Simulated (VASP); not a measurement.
Here is the system:

```xyz
2
Lattice="1.7550 -3.0397 0.0000 1.7550 3.0397 0.0000 0.0000 0.0000 5.4242" Properties=species:S:1:pos:R:3 pbc="T T T"
Tm     1.7550     1.0132     1.3560
Tm     1.7550    -1.0132     4.0681
```

Level of theory: AM05 GGA, VASP's PBE PAW potentials (set 64) (plane waves; VASP). Settings: 520 eV cut-off, 13×13×8 Γ-centred mesh, tetrahedra with Blöchl corrections, potentials Tm_3.

The 4f electrons are frozen in the core of the lanthanide potential, so 4f levels, which can set the real gap, and their magnetism are missing.

**Question.** Predict the energy per atom (σ→0), band gap (on the k-mesh) with the smallest direct gap where there is one.

**Answer.** 
| Item | Value |
|---|---|
| band gap (on the k-mesh) | none (metal, semimetal or under 0.01 eV) |
| energy per atom (σ→0) | -4.686 eV/atom |

The absolute energy has meaning only against runs of the same code, potentials and settings.

The compound is Tm in the hcp structure. It was relaxed first.
